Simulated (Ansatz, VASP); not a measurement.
# Cross-check of BN between VASP and Ansatz, part 2 of 3

Aim: how closely do two programs agree when they are given the same cell, functional and k mesh? The cell is taken from a series of runs on this material, whose earlier steps may have relaxed, scaled, displaced or heated it; both programs get it as it stands.

VASP 6.6.1 and Ansatz 0.2.0.

So far: Set-up; VASP: zone-centre phonons, LDA.

**2. VASP: zone-centre phonons, LDA (continued)**

Level of this step: LDA; plane waves and PAW (B, N) (VASP).

From OUTCAR (step 2):

```text
ion  position               nearest neighbor table
   1  0.333  0.667  0.250-   4 1.44   4 1.44   4 1.44
   2  0.667  0.333  0.750-   3 1.44   3 1.44   3 1.44
   3  0.333  0.667  0.750-   2 1.44   2 1.44   2 1.44
   4  0.667  0.333  0.250-   1 1.44   1 1.44   1 1.44

  LATTYP: Found a hexagonal cell.
 ALAT       =     2.4891605007
 C/A-ratio  =     2.6085094910

 Subroutine GETGRP returns: Found 24 space group operations
 (whereof 12 operations were pure point group operations)

The static configuration has the point symmetry D_3d.
 The point group associated with its full space group is D_6h.

 Found     36 irreducible k-points:

   k-points           NKPTS =     36   k-points in BZ     NKDIM =     36   number of bands    NBANDS=     14

   dimension x,y,z NGX =    20 NGY =   20 NGZ =   54
   dimension x,y,z NGXF=    40 NGYF=   40 NGZF=  108

   ENCUT  =  600.0 eV  44.10 Ry    6.64 a.u.   4.97  4.97 12.97*2*pi/ulx,y,z

   NELECT =      16.0000    total number of electrons

 k-points in reciprocal lattice and weights: Automatic mesh
   0.00000000  0.00000000  0.00000000       0.003
   0.11111111 -0.00000000  0.00000000       0.019
   0.22222222  0.00000000  0.00000000       0.019
   0.33333333  0.00000000  0.00000000       0.019
   0.44444444  0.00000000  0.00000000       0.019
   0.11111111  0.11111111  0.00000000       0.019
   0.22222222  0.11111111  0.00000000       0.037
   0.33333333  0.11111111  0.00000000       0.037
   0.44444444  0.11111111  0.00000000       0.019
[...]
0.33333333  0.22222222  0.50000000       0.037
   0.33333333  0.33333333  0.50000000       0.006

 average (electrostatic) potential at core
       1 -33.8754       2 -33.8754       3 -64.4676       4 -64.4676

  Total        0.1010104      0.1010104     -0.0532216      0.0000000      0.0000000      0.0000000
  in kB        4.6451001      4.6451001     -2.4474683      0.0000000      0.0000000      0.0000000
  external PRESSURE =       2.2809107 kB  Pullay stress =       0.0000000 kB

  energy-cutoff  :      600.00
  volume of cell :       34.84
      direct lattice vectors                 reciprocal lattice vectors
     2.489160501  0.000000000  0.000000000     0.401741872  0.231945778  0.000000000
    -1.244580250  2.155676228  0.000000000     0.000000000  0.463891556  0.000000000
     0.000000000  0.000000000  6.492998791     0.000000000  0.000000000  0.154012042

 POSITION                                       TOTAL-FORCE (eV/Angst)
 -----------------------------------------------------------------------------------
     -0.00000      1.43712      1.62325         0.000000     -0.000000      0.000000
      1.24458      0.71856      4.86975        -0.000000      0.000000      0.000000
     -0.00000      1.43712      4.86975        -0.000000     -0.000000      0.000000
      1.24458      0.71856      1.62325         0.000000      0.000000      0.000000
 -----------------------------------------------------------------------------------
    total drift:                               -0.000000      0.000000      0.000000

 MACROSCOPIC STATIC DIELECTRIC TENSOR (including local field effects in DFT)
 ------------------------------------------------------
           4.902741     0.000000     0.000000
           0.000000     4.902741    -0.000000
           0.000000     0.000000     2.857943
 ------------------------------------------------------

 PIEZOELECTRIC TENSOR (including local field effects)  for field in x, y, z        (C/m^2)
          XX          YY          ZZ          XY          YZ          ZX
  --------------------------------------------------------------------------------
  x     0.00000     0.00000     0.00000     0.00000     0.00000     0.00000
  y     0.00000     0.00000     0.00000     0.00000     0.00000     0.00000
  z     0.00000     0.00000     0.00000     0.00000     0.00000     0.00000

 BORN EFFECTIVE CHARGES (including local field effects) (in |e|, cummulative output)
 ---------------------------------------------------------------------------------
 ion    1
    1     2.70395     0.00000     0.00000
    2     0.00000     2.70395     0.00000
    3    -0.00000     0.00000     0.80800
 ion    2
    1     2.70395     0.00000     0.00000
    2     0.00000     2.70395     0.00000
    3     0.00000     0.00000     0.80800
 ion    3
    1    -2.70395    -0.00000     0.00000
    2    -0.00000    -2.70395     0.00000
    3     0.00000     0.00000    -0.80800
 ion    4
    1    -2.70395    -0.00000     0.00000
    2    -0.00000    -2.70395     0.00000
    3     0.00000     0.00000    -0.80800

 Eigenvectors and eigenvalues of the dynamical matrix
 ----------------------------------------------------

   1 f  =   41.447681 THz   260.423461 2PiTHz 1382.545828 cm-1   171.413759 meV
             X         Y         Z           dx          dy          dz
     -0.000000  1.437117  1.623250     0.386434    0.363997   -0.000000
      1.244580  0.718559  4.869749    -0.386434   -0.363997   -0.000000
     -0.000000  1.437117  4.869749     0.340007    0.320266   -0.000000
      1.244580  0.718559  1.623250    -0.340007   -0.320266    0.000000

   2 f  =   41.447681 THz   260.423461 2PiTHz 1382.545828 cm-1   171.413759 meV
             X         Y         Z           dx          dy          dz
     -0.000000  1.437117  1.623250     0.363997   -0.386434    0.000000
      1.244580  0.718559  4.869749    -0.363997    0.386434   -0.000000
     -0.000000  1.437117  4.869749     0.320266   -0.340007    0.000000
      1.244580  0.718559  1.623250    -0.320266    0.340007    0.000000

   3 f  =   41.445388 THz   260.409053 2PiTHz 1382.469338 cm-1   171.404275 meV
             X         Y         Z           dx          dy          dz
     -0.000000  1.437117  1.623250     0.386637    0.364182   -0.000000
      1.244580  0.718559  4.869749     0.386637    0.364182   -0.000000
     -0.000000  1.437117  4.869749    -0.339783   -0.320049    0.000000
      1.244580  0.718559  1.623250    -0.339783   -0.320049    0.000000

   4 f  =   41.445388 THz   260.409053 2PiTHz 1382.469338 cm-1   171.404275 meV
             X         Y         Z           dx          dy          dz
     -0.000000  1.437117  1.623250    -0.364182    0.386637   -0.000000
      1.244580  0.718559  4.869749    -0.364182    0.386637    0.000000
     -0.000000  1.437117  4.869749     0.320049   -0.339783   -0.000000
      1.244580  0.718559  1.623250     0.320049   -0.339783    0.000000

   5 f  =   24.310830 THz   152.749450 2PiTHz  810.922001 cm-1   100.541469 meV
             X         Y         Z           dx          dy          dz
     -0.000000  1.437117  1.623250    -0.000000    0.000000    0.529174
      1.244580  0.718559  4.869749     0.000000   -0.000000   -0.529174
     -0.000000  1.437117  4.869749     0.000000   -0.000000    0.469014
      1.244580  0.718559  1.623250    -0.000000    0.000000   -0.469014

   6 f  =   22.525780 THz   141.533651 2PiTHz  751.379147 cm-1    93.159099 meV
             X         Y         Z           dx          dy          dz
     -0.000000  1.437117  1.623250    -0.000000    0.000000   -0.531159
      1.244580  0.718559  4.869749     0.000000   -0.000000   -0.531159
     -0.000000  1.437117  4.869749     0.000000   -0.000000    0.466765
      1.244580  0.718559  1.623250    -0.000000    0.000000    0.466765

   7 f  =    3.307948 THz    20.784449 2PiTHz  110.341262 cm-1    13.680567 meV
             X         Y         Z           dx          dy          dz
     -0.000000  1.437117  1.623250    -0.000000   -0.000000   -0.469014
      1.244580  0.718559  4.869749     0.000000    0.000000    0.469014
     -0.000000  1.437117  4.869749     0.000000    0.000000    0.529174
      1.244580  0.718559  1.623250    -0.000000   -0.000000   -0.529174

   8 f  =    1.459345 THz     9.169334 2PiTHz   48.678504 cm-1     6.035363 meV
             X         Y         Z           dx          dy          dz
     -0.000000  1.437117  1.623250    -0.339288   -0.321027    0.000000
      1.244580  0.718559  4.869749     0.339288    0.321027    0.000000
     -0.000000  1.437117  4.869749     0.385617    0.364863    0.000000
      1.244580  0.718559  1.623250    -0.385617   -0.364863    0.000000

   9 f  =    1.459345 THz     9.169334 2PiTHz   48.678504 cm-1     6.035363 meV
             X         Y         Z           dx          dy          dz
     -0.000000  1.437117  1.623250    -0.321027    0.339288   -0.000000
      1.244580  0.718559  4.869749     0.321027   -0.339288   -0.000000
     -0.000000  1.437117  4.869749     0.364863   -0.385617   -0.000000
      1.244580  0.718559  1.623250    -0.364863    0.385617   -0.000000

  10 f/i=    0.000515 THz     0.003238 2PiTHz    0.017191 cm-1     0.002131 meV
             X         Y         Z           dx          dy          dz
     -0.000000  1.437117  1.623250    -0.000000   -0.000000    0.466765
      1.244580  0.718559  4.869749    -0.000000   -0.000000    0.466765
     -0.000000  1.437117  4.869749    -0.000000   -0.000000    0.531159
      1.244580  0.718559  1.623250    -0.000000   -0.000000    0.531159

  11 f/i=    0.002110 THz     0.013260 2PiTHz    0.070394 cm-1     0.008728 meV
             X         Y         Z           dx          dy          dz
     -0.000000  1.437117  1.623250    -0.450397    0.122580    0.000000
      1.244580  0.718559  4.869749    -0.450397    0.122580    0.000000
     -0.000000  1.437117  4.869749    -0.512505    0.139483    0.000000
      1.244580  0.718559  1.623250    -0.512505    0.139483    0.000000

  12 f/i=    0.002110 THz     0.013260 2PiTHz    0.070394 cm-1     0.008728 meV
             X         Y         Z           dx          dy          dz
     -0.000000  1.437117  1.623250     0.122580    0.450397    0.000000
      1.244580  0.718559  4.869749     0.122580    0.450397    0.000000
     -0.000000  1.437117  4.869749     0.139483    0.512505    0.000000
      1.244580  0.718559  1.623250     0.139483    0.512505    0.000000

 MACROSCOPIC STATIC DIELECTRIC TENSOR IONIC CONTRIBUTION
 ------------------------------------------------------
           1.771299     0.000000    -0.000000
           0.000000     1.771299    -0.000000
          -0.000000    -0.000000     0.535444
 ------------------------------------------------------

 ELASTIC MODULI CONTR FROM IONIC RELAXATION (kBar)
 Direction    XX          YY          ZZ          XY          YZ          ZX
 --------------------------------------------------------------------------------
 XX        -465.0744    465.0744      0.0000     -0.0000     -0.0000      0.0000
 YY         465.0744   -465.0744     -0.0000     -0.0000      0.0000     -0.0000
 ZZ           0.0000     -0.0000     -0.0000      0.0000      0.0000     -0.0000
 XY          -0.0000     -0.0000      0.0000   -465.0744     -0.0000      0.0000
 YZ          -0.0000      0.0000      0.0000     -0.0000     -0.0000      0.0000
 ZX           0.0000     -0.0000     -0.0000      0.0000      0.0000     -0.0000
 --------------------------------------------------------------------------------

 PIEZOELECTRIC TENSOR IONIC CONTR  for field in x, y, z        (C/m^2)
          XX          YY          ZZ          XY          YZ          ZX
  --------------------------------------------------------------------------------
  x     0.00000    -0.00000    -0.00000     0.00000     0.00000    -0.00000
  y    -0.00000     0.00000     0.00000    -0.00000    -0.00000     0.00000
  z     0.00000    -0.00000    -0.00000     0.00000     0.00000    -0.00000
```

(Continued in part 3 of 3.)

[Lines on the potential files, build, host, timing and source positions are cut from VASP's logs without a mark.]

[Logs are printed without paths, hosts, clocks, repeated set-up lines and the standing remarks that a program may print on its own settings, such as how far it seeks lower states.]

[Hosts, paths, dates, database ids (printed as entryN), source tags and the programs' standing remarks are cut or masked in the printed files.]
